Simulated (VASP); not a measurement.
Level of theory: LDA (Ceperley-Alder, Perdew-Zunger), VASP's LDA PAW potentials (set 64) (plane waves; VASP).

VASP input:

KPOINTS:
```
Automatic
0
Gamma
4 4 2
0 0 0
```

### POSCAR
```
NbAs2
1
    4.6840000000    -1.6980000000     0.0000000000
    4.6840000000     1.6980000000     0.0000000000
   -3.8309300000     0.0000000000     6.7932600000
Nb As
2 4
Direct
  0.1574000000   0.1574000000   0.1965000000
  0.8426000000   0.8426000000   0.8035000000
  0.4059000000   0.4059000000   0.1084000000
  0.5941000000   0.5941000000   0.8916000000
  0.8600000000   0.8600000000   0.4720000000
  0.1400000000   0.1400000000   0.5280000000
```

INCAR:
```
PREC=Accurate
IBRION=2   ! conjugate gradients
LCHARG=.False.
ISMEAR=-1   ! Fermi-Dirac
EDIFFG=-0.01
NELM=100   ! most electronic steps
SYSTEM=NbAs2
ISIF=3
ENCUT=300   ! plane-wave cut-off (eV)
LMAXMIX=4   ! l cut-off of mixed one-centre charges
LREAL=.False.   ! projection in real space or not
SIGMA=0.05   ! width (eV)
NSW=50   ! most ionic steps
LASPH=.True.   ! aspherical one-centre terms
EDIFF=1E-6
LWAVE=.False.
ALGO=Normal
```

POTCAR, in this order: Nb_sv As (LDA.64 set). Program: vasp_std.

Output of the run:

**OSZICAR**
```
       N       E                     dE             d eps       ncg     rms          rms(c)
DAV:   1     0.288962068393E+03    0.28896E+03   -0.17532E+04   804   0.108E+03
DAV:   2    -0.216055747493E+02   -0.31057E+03   -0.30400E+03  1061   0.420E+02
DAV:   3    -0.477309904093E+02   -0.26125E+02   -0.25787E+02  1312   0.895E+01
DAV:   4    -0.495096889900E+02   -0.17787E+01   -0.17734E+01  1200   0.215E+01
DAV:   5    -0.495582502427E+02   -0.48561E-01   -0.48472E-01  1312   0.359E+00    0.118E+01
DAV:   6    -0.479619178252E+02    0.15963E+01   -0.14624E+01  1216   0.201E+01    0.426E+00
DAV:   7    -0.476969057850E+02    0.26501E+00   -0.22737E+00  1352   0.767E+00    0.301E+00
DAV:   8    -0.476382051198E+02    0.58701E-01   -0.21411E-01  1080   0.302E+00    0.603E-01
DAV:   9    -0.476371769480E+02    0.10282E-02   -0.26261E-02  1376   0.864E-01    0.323E-01
DAV:  10    -0.476365641603E+02    0.61279E-03   -0.42896E-03  1208   0.489E-01    0.752E-02
DAV:  11    -0.476365485689E+02    0.15591E-04   -0.35345E-04  1264   0.123E-01    0.270E-02
DAV:  12    -0.476365476589E+02    0.91001E-06   -0.31099E-05  1088   0.344E-02    0.635E-03
DAV:  13    -0.476365479505E+02   -0.29161E-06   -0.51666E-06   928   0.112E-02
   1 F= -.47636548E+02 E0= -.47633933E+02  d E =-.476365E+02
       N       E                     dE             d eps       ncg     rms          rms(c)
DAV:   1    -0.494739269256E+02   -0.18374E+01   -0.68361E+01   961   0.909E+01    0.115E+01
DAV:   2    -0.478936374030E+02    0.15803E+01   -0.79591E+00  1145   0.258E+01    0.405E+00
DAV:   3    -0.475481871336E+02    0.34545E+00   -0.78818E-01  1194   0.631E+00    0.173E+00
DAV:   4    -0.475300542029E+02    0.18133E-01   -0.43921E-01  1464   0.317E+00    0.115E+00
DAV:   5    -0.475447071045E+02   -0.14653E-01   -0.18439E-02  1088   0.831E-01    0.733E-01
DAV:   6    -0.475557103846E+02   -0.11003E-01   -0.37354E-02  1400   0.709E-01    0.174E-01
DAV:   7    -0.475562469786E+02   -0.53659E-03   -0.69893E-03  1496   0.543E-01    0.592E-02
DAV:   8    -0.475562497317E+02   -0.27531E-05   -0.53077E-04  1008   0.128E-01    0.218E-02
DAV:   9    -0.475562435631E+02    0.61686E-05   -0.33916E-05  1317   0.438E-02    0.778E-03
DAV:  10    -0.475562414389E+02    0.21242E-05   -0.16045E-05  1112   0.170E-02    0.241E-03
DAV:  11    -0.475562415787E+02   -0.13987E-06   -0.89760E-07   517   0.623E-03
   2 F= -.47556242E+02 E0= -.47553726E+02  d E =0.803064E-01
       N       E                     dE             d eps       ncg     rms          rms(c)
DAV:   1    -0.483798940899E+02   -0.82365E+00   -0.24205E+01  1017   0.536E+01    0.622E+00
DAV:   2    -0.478489216000E+02    0.53097E+00   -0.41430E+00  1211   0.170E+01    0.245E+00
DAV:   3    -0.477126967744E+02    0.13622E+00   -0.32583E-01  1163   0.311E+00    0.126E+00
DAV:   4    -0.476863433176E+02    0.26353E-01   -0.28219E-01  1391   0.354E+00    0.880E-01
DAV:   5    -0.476905513280E+02   -0.42080E-02   -0.11900E-02  1048   0.863E-01    0.489E-01
DAV:   6    -0.476963416199E+02   -0.57903E-02   -0.13607E-02  1440   0.540E-01    0.495E-02
DAV:   7    -0.476964305048E+02   -0.88885E-04   -0.13372E-03  1144   0.210E-01    0.156E-02
DAV:   8    -0.476964355769E+02   -0.50721E-05   -0.80039E-05  1237   0.508E-02    0.141E-02
DAV:   9    -0.476964338538E+02    0.17230E-05   -0.63483E-06   944   0.171E-02    0.560E-03
DAV:  10    -0.476964340366E+02   -0.18281E-06   -0.10198E-06   498   0.821E-03
   3 F= -.47696434E+02 E0= -.47693856E+02  d E =-.598861E-01
       N       E                     dE             d eps       ncg     rms          rms(c)
DAV:   1    -0.476965613987E+02   -0.12754E-03   -0.43278E-03  1015   0.715E-01    0.832E-02
DAV:   2    -0.476964665618E+02    0.94837E-04   -0.62739E-04  1207   0.217E-01    0.304E-02
DAV:   3    -0.476964450995E+02    0.21462E-04   -0.44692E-05  1224   0.406E-02    0.143E-02
DAV:   4    -0.476964423413E+02    0.27582E-05   -0.38770E-05  1400   0.385E-02    0.110E-02
DAV:   5    -0.476964431941E+02   -0.85272E-06   -0.12814E-06   544   0.959E-03
   4 F= -.47696443E+02 E0= -.47693865E+02  d E =-.598952E-01
       N       E                     dE             d eps       ncg     rms          rms(c)
DAV:   1    -0.476995495635E+02   -0.31072E-02   -0.28671E-01   773   0.443E+00    0.270E-01
DAV:   2    -0.476995128261E+02    0.36737E-04   -0.22460E-02  1002   0.115E+00    0.147E-01
DAV:   3    -0.476989078152E+02    0.60501E-03   -0.21593E-03  1184   0.345E-01    0.443E-02
DAV:   4    -0.476988805290E+02    0.27286E-04   -0.37128E-04  1098   0.121E-01    0.199E-02
DAV:   5    -0.476988789490E+02    0.15800E-05   -0.48233E-05  1269   0.367E-02    0.113E-02
DAV:   6    -0.476988785734E+02    0.37555E-06   -0.35597E-06   778   0.123E-02
   5 F= -.47698879E+02 E0= -.47696355E+02  d E =-.243538E-02
       N       E                     dE             d eps       ncg     rms          rms(c)
DAV:   1    -0.476992306575E+02   -0.35171E-03   -0.53286E-02   773   0.191E+00    0.117E-01
DAV:   2    -0.476992216872E+02    0.89703E-05   -0.41763E-03   999   0.495E-01    0.632E-02
DAV:   3    -0.476991089493E+02    0.11274E-03   -0.40248E-04  1184   0.150E-01    0.191E-02
DAV:   4    -0.476991038021E+02    0.51471E-05   -0.68097E-05  1039   0.515E-02    0.843E-03
DAV:   5    -0.476991034935E+02    0.30864E-06   -0.88374E-06   962   0.171E-02
   6 F= -.47699103E+02 E0= -.47696581E+02  d E =-.266030E-02
       N       E                     dE             d eps       ncg     rms          rms(c)
DAV:   1    -0.476996390658E+02   -0.53526E-03   -0.53762E-02   861   0.186E+00    0.135E-01
DAV:   2    -0.476995387278E+02    0.10034E-03   -0.44187E-03   984   0.512E-01    0.625E-02
DAV:   3    -0.476994278864E+02    0.11084E-03   -0.31975E-04  1192   0.141E-01    0.247E-02
DAV:   4    -0.476994149783E+02    0.12908E-04   -0.77376E-05  1368   0.632E-02    0.110E-02
DAV:   5    -0.476994155584E+02   -0.58012E-06   -0.73441E-06  1032   0.165E-02
   7 F= -.47699416E+02 E0= -.47696933E+02  d E =-.312065E-03
       N       E                     dE             d eps       ncg     rms          rms(c)
DAV:   1    -0.476994158086E+02   -0.83026E-06   -0.79556E-07   486   0.712E-03    0.188E-03
DAV:   2    -0.476994158493E+02   -0.40779E-07   -0.32418E-07   477   0.612E-03
   8 F= -.47699416E+02 E0= -.47696933E+02  d E =-.312356E-03
       N       E                     dE             d eps       ncg     rms          rms(c)
DAV:   1    -0.476995790653E+02   -0.16326E-03   -0.15524E-02   950   0.117E+00    0.104E-01
DAV:   2    -0.476994987331E+02    0.80332E-04   -0.16610E-03  1096   0.350E-01    0.387E-02
DAV:   3    -0.476994638901E+02    0.34843E-04   -0.82514E-05  1050   0.643E-02    0.193E-02
DAV:   4    -0.476994571076E+02    0.67825E-05   -0.55983E-05  1512   0.496E-02    0.121E-02
DAV:   5    -0.476994579296E+02   -0.82204E-06   -0.30778E-06   730   0.131E-02
   9 F= -.47699458E+02 E0= -.47696996E+02  d E =-.420803E-04
```

### OUTCAR
```
------------------------ aborting loop because EDIFF is reached ----------------------------------------
  FORCE on cell =-STRESS in cart. coord.  units (eV):
  Direction    XX          YY          ZZ          XY          YZ          ZX
  --------------------------------------------------------------------------------------
  Total        0.0360724      0.0110073      0.0212379      0.0000000      0.0000000     -0.0088735
  in kB        0.5536180      0.1689340      0.3259465      0.0000000      0.0000000     -0.1361860
  external PRESSURE =       0.3494995 kB  Pullay stress =       0.0000000 kB
  volume of cell :      104.39
      direct lattice vectors                 reciprocal lattice vectors
     4.628047648 -1.674895713 -0.001117465     0.108051587 -0.298526049  0.060755078
     4.628047648  1.674895713 -0.001117465     0.108051587  0.298526049  0.060755078
    -3.786778175  0.000000000  6.734702726     0.000035857  0.000000000  0.148504815
 POSITION                                       TOTAL-FORCE (eV/Angst)
 -----------------------------------------------------------------------------------
      0.70846      0.00000      1.31497         0.004304      0.000000     -0.000082
      4.76086      0.00000      5.41750        -0.004304      0.000000      0.000082
      3.34319      0.00000      0.73473        -0.003312      0.000000      0.007966
      2.12612      0.00000      5.99774         0.003312      0.000000     -0.007966
      6.15962      0.00000      3.17872         0.006888      0.000000     -0.006047
     -0.69030      0.00000      3.55374        -0.006888      0.000000      0.006047
 -----------------------------------------------------------------------------------
    total drift:                                0.000000      0.000000     -0.000000
  FREE ENERGIE OF THE ION-ELECTRON SYSTEM (eV)
  ---------------------------------------------------
  free  energy   TOTEN  =       -47.6994579296 eV

  energy  without entropy=      -47.6945345088  energy(sigma->0) =      -47.69699622

 reached required accuracy - stopping structural energy minimisation
```
(Selected blocks of OUTCAR.)

File CONTCAR:
```
NbAs2
   1.00000000000000
     4.6280476477292094   -1.6748957126521336   -0.0011174648482381
     4.6280476477292094    1.6748957126521336   -0.0011174648482381
    -3.7867781750444633    0.0000000000000000    6.7347027255631415
  Nb              As
     2     4
Direct
     0.1564413319945660    0.1564413319945660    0.1953046644378310
     0.8435586680054339    0.8435586680054339    0.8046953355621691
     0.4058759538793160    0.4058759538793160    0.1092306316618483
     0.5941240461206840    0.5941240461206840    0.8907693683381516
     0.8586800601260972    0.8586800601260972    0.4722765326820703
     0.1413199398739028    0.1413199398739028    0.5277234673179295
```

At this cut-off the stress carries a Pulay error, which pulls relaxed volumes low. Energy and stress use the plane-wave basis of the starting cell.

The structure comes from a measured NbAs2 entry of the Crystallography Open Database, whose conditions weren't checked. This run relaxes it. Symmetry was kept, so distortions that lower it aren't found. The k-mesh is coarse (spacing up to 0.51 per Å, 2π included), so the numbers may not be converged in it. The run is one of a series of settings (EDIFFG = -0.01, IBRION = 2, ISIF = 3, NSW = 50 against the base run), some of them coarse on purpose.
